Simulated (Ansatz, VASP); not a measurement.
# Ge in two plane-wave programs, part 3 of 3

Aim: how closely do two programs agree when they are given the same cell, functional and k mesh? Of the first pair: The structure shown is frame 165 of Ansatz's trajectory.

VASP 6.6.1 and Ansatz 0.2.0.

So far. Step 3 (VASP: single point, PBEsol, pair 1): The run ends at a pressure of -0.54 GPa, with forces up to 3.3 eV/Å.

**6. VASP: single point, PBEsol, pair 2**

Level of this step: PBEsol; plane waves and PAW (Ge_d) (VASP).

The same cell, functional, mesh and smearing now go to VASP, with its own data sets.

File INCAR:

```
SYSTEM = Ge
PREC = Accurate
ENCUT = 410
EDIFF = 1E-06
NELM = 120
ISMEAR = -1
SIGMA = 0.1
LREAL = .FALSE.
ALGO = Normal
GGA = PS
NBANDS = 244
LORBIT = 11
LWAVE = .FALSE.
LCHARG = .FALSE.
ISIF = 2
LASPH = .TRUE.
GGA_COMPAT = .FALSE.
EFERMI = MIDGAP
```

File POSCAR:

```
Ge
1.0
    8.9779155195      0.0000000000      0.0000000000
    0.0000000000      8.9779155195      0.0000000000
    0.0000000000      0.0000000000      8.9779155195
Ge
30
Direct
    0.2556104471      0.4529445606      0.7794423978
    0.1190711806      0.6462638223      0.6552476449
    0.1161249510      0.1500352723      0.1830735650
    0.4551817169      0.8959175415      0.1562441746
    0.4723379264      0.6548889870      0.4725921057
    0.5787450315      0.0755613571      0.7338945199
    0.6584161977      0.4099154188      0.2373823852
    0.4554653016      0.9073921427      0.5790825263
    0.6672011991      0.3261453055      0.9846722772
    0.3331548391      0.9290103011      0.9120032353
    0.7123539964      0.7827860470      0.6642993005
    0.5511790559      0.4950759439      0.7774821432
    0.8452778358      0.5603992362      0.8361203649
    0.4886301269      0.5870442853      0.1121294801
    0.5557292212      0.7600925833      0.8964393776
    0.3753507139      0.1328386302      0.3725077378
    0.8272607938      0.5530417377      0.5477148888
    0.4156534991      0.1754362109      0.0777332999
    0.8974171679      0.4368741265      0.0915847335
    0.0029334739      0.2693156329      0.7266331462
    0.7483289395      0.0483015238      0.9406968133
    0.6573995921      0.0852186099      0.2569107489
    0.0244999499      0.9243887383      0.7655171164
    0.1098139628      0.0897272867      0.5532093713
    0.6020260481      0.3229161595      0.5689025464
    0.3166136943      0.2186924120      0.6484064132
    0.7933790404      0.0803070021      0.5283388989
    0.0426761067      0.1338437055      0.9269609390
    0.7554849436      0.7543774482      0.1047983798
    0.1926398167      0.4040164994      0.0104276989
```

File KPOINTS:

```
Automatic mesh
0
Gamma
1 1 1
0 0 0
```

The projector-augmented-wave data sets are Ge_d (PBE family, release 64).

The run is started by

```bash
$ mpirun -np 4 vasp_gam
```

Numbers of over 12 decimals in the logs are rounded to 6 here.

Log:

```text
[banner, memory and clock lines left out]
running    4 mpi-ranks, on    1 nodes
[...]
[... a notice as in an earlier step ...]

 [... a notice as in an earlier step ...]

 LDA part: xc-table for (Slater+PW92), standard interpolation
 POSCAR, INCAR and KPOINTS ok, starting setup
[...]
entering main loop
       N       E                     dE             d eps       ncg     rms          rms(c)
DAV:   1     0.752106000549E+04    0.75211E+04   -0.15876E+05   544   0.480E+03
DAV:   2     0.172062636310E+04   -0.58004E+04   -0.55851E+04   488   0.118E+03
DAV:   3     0.155202161365E+03   -0.15654E+04   -0.15030E+04   512   0.303E+02
DAV:   4    -0.115535867123E+03   -0.27074E+03   -0.25488E+03   560   0.128E+02
[...]
DAV:  18    -0.136859578796E+03   -0.21254E-05   -0.71824E-06   520   0.383E-02    0.127E-03
DAV:  19    -0.136859581204E+03   -0.24076E-05   -0.19998E-05   480   0.208E-02    0.170E-03
DAV:  20    -0.136859581302E+03   -0.97527E-07   -0.76225E-07   312   0.147E-02
   1 F= -.13685958E+03 E0= -.13662867E+03  d E =-.461826E+00
```

OUTCAR, selected parts (step 6):

```text
  Total       -8.0286566     -1.0542203     18.4675468     -0.4912818     -1.1093748      2.1386448
  in kB      -17.7757086     -2.3340783     40.8877533     -1.0877140     -2.4561922      4.7350296
  external PRESSURE =       6.9259888 kB  Pullay stress =       0.0000000 kB

 POSITION                                       TOTAL-FORCE (eV/Angst)
 -----------------------------------------------------------------------------------
      2.29485      4.06650      6.99777         0.869797      0.654586     -2.618178
      1.06901      5.80210      5.88276        -0.890681      0.491628      0.570008
      1.04256      1.34700      1.64362         0.366055      0.219065      0.470865
      4.08658      8.04347      1.40275         1.028786     -0.528262      1.734107
      4.24061      5.87954      4.24289         0.704871     -0.358586      0.257541
      5.19592      0.67838      6.58884        -0.118603      1.392608      0.687397
      5.91120      3.68019      2.13120        -0.047079      0.137746      2.186300
      4.08913      8.14649      5.19895        -0.950088     -0.222450     -1.229819
      5.99008      2.92810      8.84030        -1.142329     -0.850785     -2.000420
      2.99104      8.34058      8.18789        -0.846361      1.217981     -1.504042
      6.39545      7.02779      5.96402         0.283169      0.607194     -1.110072
      4.94844      4.44475      6.98017        -0.260624      0.223166      0.203115
      7.58883      5.03122      7.50662         0.445604     -0.000511     -0.174464
      4.38688      5.27043      1.00669        -0.558814     -0.223134      0.250294
[...]
-----------------------------------------------------------------------------------
    total drift:                               -0.000731     -0.006689      0.000571

  FREE ENERGIE OF THE ION-ELECTRON SYSTEM (eV)
  ---------------------------------------------------
  free  energy   TOTEN  =      -136.8595813016 eV

  energy  without entropy=     -136.3977556714  energy(sigma->0) =     -136.62866849

[... 2 parts as in an earlier step ...]

[... 1 further part left out ...]
[key lines of the parts left out:]
E-fermi :   3.8799
```

The run ends at a pressure of 0.69 GPa, with forces up to 4.0 eV/Å.

**7. Differences**

Forces on 7 of the 30 atoms, those with the largest forces and the largest differences (eV/Å; atoms numbered as in POSCAR):

| atom | Ansatz x, y, z | VASP x, y, z |
| --- | --- | --- |
| Ge1 | 0.874, 0.664, -2.642 | 0.870, 0.655, -2.618 |
| Ge7 | -0.048, 0.136, 2.192 | -0.047, 0.138, 2.186 |
| Ge9 | -1.139, -0.843, -1.993 | -1.142, -0.851, -2.000 |
| Ge20 | -1.255, 2.913, -2.523 | -1.251, 2.901, -2.503 |
| Ge24 | -1.275, -1.098, -1.353 | -1.277, -1.093, -1.344 |
| Ge28 | -0.032, -1.189, 3.127 | -0.036, -1.180, 3.102 |
| Ge30 | -0.535, -0.856, 3.433 | -0.538, -0.847, 3.407 |

The forces differ by 8.5 meV/Å r.m.s., which is 0.8 % of the r.m.s. force of 1.032 eV/Å (both taken over all components).

**8. Ansatz: dynamics, PBEsol**

One frame of this run of dynamics is then solved in both programs, so the motion causes no difference.

The structure compared here is frame 495 of Ansatz's trajectory.

File input.yaml:

```yaml
crystal:
  lattice:
    - [8.9779155195, 0.0, 0.0]
    - [0.0, 8.9779155195, 0.0]
    - [0.0, 0.0, 8.9779155195]
  atoms:
    - { symbol: Ge, position: [0.2300662652, 0.315747695, 0.7761736809] }
    - { symbol: Ge, position: [0.0443248176, 0.540556138, 0.7236826296] }
    - { symbol: Ge, position: [0.105692923, 0.0751015613, 0.2625687561] }
    - { symbol: Ge, position: [0.5962446397, 0.5226410574, 0.1241827106] }
    - { symbol: Ge, position: [0.5353952143, 0.5393974297, 0.4603542434] }
    - { symbol: Ge, position: [0.6301527414, 1.025639491, 0.7209434416] }
    - { symbol: Ge, position: [0.573430975, 0.234742794, 0.4059100091] }
    - { symbol: Ge, position: [0.4451107468, 0.7740671763, 0.5975789633] }
    - { symbol: Ge, position: [0.5838038405, 0.1982845777, 0.0621260372] }
    - { symbol: Ge, position: [0.1794859352, 0.8436702045, 0.701905921] }
    - { symbol: Ge, position: [0.7413837141, 0.7149808645, 0.4033191153] }
    - { symbol: Ge, position: [0.5743003308, 0.5401441497, 0.8288163673] }
    - { symbol: Ge, position: [0.785405717, 0.675836305, 0.708679485] }
    - { symbol: Ge, position: [0.3884626915, 0.3704393893, 0.2246286913] }
    - { symbol: Ge, position: [0.5444449446, 0.8227947083, 0.8733191387] }
    - { symbol: Ge, position: [0.2323964215, 0.1076531471, 0.5599067647] }
    - { symbol: Ge, position: [-0.0186628417, 0.3896478922, 0.471179204] }
    - { symbol: Ge, position: [0.3865888494, 1.0344684832, 0.1736075175] }
    - { symbol: Ge, position: [-0.0307015337, 0.3555055106, -0.0549357763] }
    - { symbol: Ge, position: [0.691886768, 0.2784390831, 0.8143618096] }
    - { symbol: Ge, position: [0.8003283477, 0.052754737, 0.1692677802] }
    - { symbol: Ge, position: [0.6058944554, 0.8325300089, 0.161939765] }
    - { symbol: Ge, position: [0.919907732, 0.9357332791, 0.7579364821] }
    - { symbol: Ge, position: [0.9616509815, 0.2206861511, 0.6876437519] }
    - { symbol: Ge, position: [0.4767509957, 0.3416805499, 0.6502462846] }
    - { symbol: Ge, position: [0.3339928452, 0.0503347462, 0.8390847026] }
    - { symbol: Ge, position: [0.5819806599, 0.9522920795, 0.4386919336] }
    - { symbol: Ge, position: [1.0751394106, 1.0521059159, 0.9822177137] }
    - { symbol: Ge, position: [0.792145918, 0.3541181157, 0.2385725107] }
    - { symbol: Ge, position: [0.0867372976, 0.3598030772, 0.2086354319] }
kpoints:
  mp_grid: { grid: [1, 1, 1] }
scf:
  occupations: { method: fermi_dirac, width: 0.1 }
  n_extra_bands: 21
hamiltonian:
  xc: pbesol
  pseudopotentials: { kind: paw, azcp: { folder: soft_1 }, xc_functional: pbe }
output:
  forces: true
basis:
  ecutwfc: 320
md:
  timestep: 2.5
  n_steps: 495
  ensemble: nvt_langevin
  temperature: 2200
  seed: 0
```

The run is started by

```bash
$ ansatz run input.yaml --threads 8 --pin off --max-ram 23552MiB --backend cpu --events-out ev --progress --plain --runs-dir out
```

Log:

```text
[...]
Crystal: 30 atoms, lattice volume = 723.647 Å³
Basis set: ecut = 320 eV, 9435 PW (Γ), exchange–correlation on 108×108×108 points (8 copies of the dense FFT grid, shifted against one another)
Bands: 231, of which v1, the nominal top of the filled ones, is band 210 counted from 1 (209 counted from 0)
Symmetry: 1 space group operations
k-points: 1
[...]
SCF iter   1: F=—  HF=-127603.548809 eV  |F-HF|=—  |Δ(HF+E_count)|=         —  Δρ=2.25e-2  dr2=6.80e0  ethr=3.10e-3  ⟨swp⟩=6.0  Hψ=848  notcnv=0
[...]
md step    75: t =   187.50 fs  T =  1841.3 K  F+E_penalty+E_count = -127595.74713278 eV  E_kin = 7.140335 eV  (6 SCF iters)
[...]
md step    76: t =   190.00 fs  T =  1816.9 K  F+E_penalty+E_count = -127595.50528042 eV  E_kin = 7.045596 eV  (6 SCF iters)
[...]
md step    79: t =   197.50 fs  T =  1874.2 K  F+E_penalty+E_count = -127594.75416582 eV  E_kin = 7.267767 eV  (6 SCF iters)
[...]
md step    81: t =   202.50 fs  T =  1824.7 K  F+E_penalty+E_count = -127594.18153667 eV  E_kin = 7.075900 eV  (6 SCF iters)
[...]
SCF 83 converged in 6 iterations: F = -127593.97284
```

**9. VASP: single point, PBEsol, pair 3**

The same cell, functional, mesh and smearing now go to VASP, with its own data sets.

INCAR is that of step 6.

File POSCAR:

```
Ge
1.0
    8.9779155195      0.0000000000      0.0000000000
    0.0000000000      8.9779155195      0.0000000000
    0.0000000000      0.0000000000      8.9779155195
Ge
30
Direct
    0.2471257382      0.5534864957      0.6539636052
    0.0609574682      0.7587755738      0.6333471269
    0.0048363119      0.0274964717      0.1001848367
    0.4871253233      0.7616034017      0.2562585931
    0.6141512457      0.5772877890      0.3820664154
    0.4717700886      0.0764788306      0.8388280090
    0.5750733551      0.2844071093      0.2560660094
    0.5705393405      0.9083665337      0.5208998670
    0.7599175984      0.1188034124      0.8830639476
    0.2046099672      0.1280270992      0.9382992056
    0.7210253857      0.6709982943      0.6828622954
    0.5212035010      0.4602421343      0.6083333028
    0.8932337337      0.4961149379      0.7776973380
    0.5379000270      0.3439660346      0.8483600122
    0.4460758170      0.6534086879      0.9850870150
    0.2649754272      0.1282662994      0.2671529928
    0.8334630130      0.3555721808      0.5519157525
    0.4815395055      0.0310090332      0.1257462267
    0.8395908274      0.2544723210      0.1400758336
    0.1368115436      0.3119864510      0.4914973849
    0.6649374219      0.8316648228      0.0929622247
    0.7470088113      0.0318705918      0.3156295015
    0.3201713665      0.8231476431      0.7033132564
    0.1340828478      0.9987973823      0.5110255259
    0.6043938583      0.1600673338      0.5193169829
    0.3439000950      0.1978873599      0.5755430633
    0.8215024951      0.9699249209      0.6504948713
    0.0012726206      0.1835071267      0.7196457781
    0.7236937111      0.5548155348      0.0187813084
    0.1253119388      0.4409173813      0.8689979876
```

KPOINTS is that of step 6.

The run is started by

```bash
$ mpirun -np 4 vasp_gam
```

Log:

```text
[... set-up lines as in an earlier step ...]
 entering main loop
       N       E                     dE             d eps       ncg     rms          rms(c)
DAV:   1     0.754477869193E+04    0.75448E+04   -0.15809E+05   520   0.480E+03
DAV:   2     0.171560294784E+04   -0.58292E+04   -0.56260E+04   488   0.113E+03
DAV:   3     0.163280106085E+03   -0.15523E+04   -0.14721E+04   512   0.302E+02
DAV:   4    -0.115502593093E+03   -0.27878E+03   -0.26385E+03   560   0.129E+02
[...]
DAV:  18    -0.136235611218E+03   -0.53783E-05   -0.29836E-05   544   0.332E-02    0.237E-03
DAV:  19    -0.136235612262E+03   -0.10448E-05   -0.49538E-06   464   0.281E-02    0.114E-03
DAV:  20    -0.136235612662E+03   -0.39984E-06   -0.14594E-06   336   0.126E-02
   1 F= -.13623561E+03 E0= -.13601178E+03  d E =-.447658E+00
```

OUTCAR, selected parts (step 9):

```text
  Total       11.4851163      3.6173276      0.7131149     -5.4145670     -3.5326760     -4.3276438
  in kB       25.4284236      8.0088816      1.5788597    -11.9880286     -7.8214604     -9.5815452
  external PRESSURE =      11.6720550 kB  Pullay stress =       0.0000000 kB

 POSITION                                       TOTAL-FORCE (eV/Angst)
 -----------------------------------------------------------------------------------
      2.21867      4.96915      5.87123         0.723507     -1.138394     -0.931868
      0.54727      6.81222      5.68614        -2.165880      0.146795      0.087509
      0.04342      0.24686      0.89945        -0.003695      0.722458      0.813083
      4.37337      6.83761      2.30067        -2.467342      0.273869      1.366244
      5.51380      5.18284      3.43016         0.951735     -1.327435      0.188006
      4.23551      0.68662      7.53093        -0.567006     -0.537114     -0.655183
      5.16296      2.55338      2.29894        -0.129785     -0.054890     -0.591894
      5.12225      8.15524      4.67660        -1.443519     -3.547714      0.702458
      6.82248      1.06661      7.92807        -0.010973      0.317009      0.567789
      1.83697      1.14942      8.42397        -0.137010      0.597463     -0.840829
      6.47331      6.02417      6.13068        -1.557603      1.406101     -0.465544
      4.67932      4.13202      5.46157        -0.370372      0.355934     -0.181731
      8.01938      4.45408      6.98210        -1.189060      0.164156      0.499714
      4.82922      3.08810      7.61650         0.817106      0.205747      1.052431
[...]
-----------------------------------------------------------------------------------
    total drift:                                0.007960     -0.013253     -0.003468

  FREE ENERGIE OF THE ION-ELECTRON SYSTEM (eV)
  ---------------------------------------------------
  free  energy   TOTEN  =      -136.2356126622 eV

  energy  without entropy=     -135.7879546847  energy(sigma->0) =     -136.01178367

[... 2 parts as in an earlier step ...]

[... 1 further part left out ...]
[key lines of the parts left out:]
E-fermi :   3.8910
```

The run ends at a pressure of 1.17 GPa, with forces up to 3.9 eV/Å.

**10. Side by side**

Forces on 7 of the 30 atoms, those with the largest forces and the largest differences (eV/Å; atoms numbered as in POSCAR):

| atom | Ansatz x, y, z | VASP x, y, z |
| --- | --- | --- |
| Ge4 | -2.491, 0.278, 1.376 | -2.467, 0.274, 1.366 |
| Ge8 | -1.453, -3.565, 0.700 | -1.444, -3.548, 0.702 |
| Ge20 | -2.167, 1.361, -0.793 | -2.161, 1.349, -0.777 |
| Ge21 | 2.511, 0.190, -1.947 | 2.496, 0.175, -1.939 |
| Ge23 | 2.096, 1.741, 0.087 | 2.085, 1.737, 0.080 |
| Ge25 | 0.761, 3.010, 0.765 | 0.765, 3.000, 0.760 |
| Ge26 | 1.659, -1.593, 1.533 | 1.640, -1.589, 1.528 |

The forces differ by 9.2 meV/Å r.m.s., which is 0.8 % of the r.m.s. force of 1.083 eV/Å (both taken over all components).

**11. What came out**

```yaml
r_m_s_force_difference_single_point_pbesol_pair_1: 0.91 % of the r.m.s. force
r_m_s_force_difference_single_point_pbesol_pair_2: 0.82 % of the r.m.s. force
r_m_s_force_difference_single_point_pbesol_pair_3: 0.85 % of the r.m.s. force
```

In words: The r.m.s. force difference is 0.91 % of the r.m.s. force (single point, PBEsol, pair 1), within the 3 % picked in this series as the mark of a large difference. 6 further runs of this series are not shown here. How closely two codes agree says nothing of how well the functional describes the real material.

[Lines on the potential files, build, host, timing and source positions are cut from VASP's logs without a mark.]

[Logs are printed without paths, hosts, clocks, repeated set-up lines and the standing remarks that a program may print on its own settings, such as how far it seeks lower states.]

[Hosts, paths, dates, database ids (printed as entryN), source tags and the programs' standing remarks are cut or masked in the printed files.]
